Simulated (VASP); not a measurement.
Co:

```
CELL_PARAMETERS angstrom
2.50740 0.00000 0.00000
-1.25370 2.17147 0.00000
0.00000 0.00000 4.06990
ATOMIC_POSITIONS crystal
Co 0.33333 0.66667 0.25000
Co 0.66667 0.33333 0.75000
```

| Item | Value |
| --- | --- |
| Program | VASP 6.6.1 |
| Task | relaxation of cell and atoms |
| Functional | LDA |
| Potentials or basis | VASP PAW LDA potentials, release 64 (Co) |
| Cutoff | 350 eV |
| k mesh | 12 × 12 × 6 |
| Occupations | gaussian, width 0.1 eV |
| Spin | collinear spin, ferromagnetic start |
| Starting moments | [1.5, 1.5] μB |

At the start: pressure -23.0 GPa; volume 11.08 Å³/atom.

How do energy, volume and symmetry change on relaxing?

Over 9 steps the energy falls by 94.3 meV/atom and the volume is 9.93 Å³/atom (-10.3 %); space group P6_3/mmc (No. 194, to 0.05 Å); moment 2.94 μB per cell.

The path:
| step | energy change (eV) | largest force (eV/Å) | pressure (GPa) | volume (Å³) |
| --- | --- | --- | --- | --- |
| 1 | 0.0000 | 0.0000 | -22.98 | 22.16 |
| 2 | 0.1203 | 0.0000 | 42.20 | 17.44 |
| 3 | -0.1879 | 0.0000 | -1.50 | 19.97 |
| 4 | -0.1884 | 0.0000 | 0.00 | 19.87 |
| 5 | -0.1883 | 0.0000 | 0.64 | 19.82 |
| 6 | -0.1885 | 0.0000 | -0.82 | 19.92 |
| 7 | -0.1886 | 0.0000 | -0.28 | 19.89 |
| 8 | -0.1887 | 0.0000 | 0.10 | 19.86 |
| 9 | -0.1887 | 0.0000 | 0.00 | 19.87 |

Final structure:
```
CELL_PARAMETERS angstrom
2.42433 0.00000 0.00000
-1.21217 2.09953 0.00000
0.00000 0.00000 3.90318
ATOMIC_POSITIONS crystal
Co 0.33333 0.66667 0.25000
Co 0.66667 0.33333 0.75000
```

Caveat: the volume moved by -10 % from the deposited cell, more than functionals usually miss.
